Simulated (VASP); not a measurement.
Computed with PBEsol GGA, VASP's PBE PAW potentials (set 64) (plane waves; VASP 6.6.1).

Input for VASP

### KPOINTS
```
Regular mesh
0
gamma
  13 13 10
```

INCAR:
```
ALGO  =  Normal
CSHIFT  =  0.1
EDIFF  =  1E-7
ENCUT  =  400
GGA  =  PS
ISMEAR  =  0
LASPH  =  .True.
LCHARG  =  .False.
LMAXMIX  =  4
LOPTICS  =  .True.
LREAL  =  .False.
LWAVE  =  .False.
NBANDS  =  51
NEDOS  =  1001
NELM  =  100
PREC  =  Accurate
SIGMA  =  0.01
SYSTEM  =  MgCdS2
```

File POSCAR:
```
MgCdS2
1
    3.7591581522     0.0000000000     0.0000000000
    0.0000000000     3.7591581522     0.0000000000
    0.0000000000     0.0000000000     5.3050775836
Mg Cd S
1 1 2
Direct
  0.5000000000   0.5000000000   0.5000000000
  0.0000000000   0.0000000000   0.0000000000
  0.0000000000   0.0000000000   0.5000000000
  0.5000000000   0.5000000000   0.0000000000
```

POTCAR, in this order: Mg Cd S (PBE.64 set). Program: vasp_std.

Task: Predict the energy per atom (σ→0).

Result: 
```json
{
 "energy per atom (σ→0)": "-3.906 eV/atom"
}
```

OSZICAR:
```
...
DAV:   9    -0.156242929594E+02    0.38512E-03   -0.16430E-03 20379   0.275E-01    0.132E-01
DAV:  10    -0.156242484481E+02    0.44511E-04   -0.24197E-04 19336   0.810E-02    0.780E-02
DAV:  11    -0.156242527874E+02   -0.43392E-05   -0.33262E-05 20171   0.211E-02    0.183E-02
DAV:  12    -0.156242518956E+02    0.89178E-06   -0.17800E-06 19618   0.506E-03    0.988E-03
DAV:  13    -0.156242516177E+02    0.27792E-06   -0.66996E-07 19921   0.312E-03    0.356E-03
DAV:  14    -0.156242516929E+02   -0.75242E-07   -0.52079E-08 11208   0.105E-03
   1 F= -.15624252E+02 E0= -.15624252E+02  d E =-.189440E-13
 imaginary and real dielectric function
```

The structure comes from a computed database's MgCdS2 entry (P4/mmm); how it stands against other phases isn't given here. It was relaxed first.
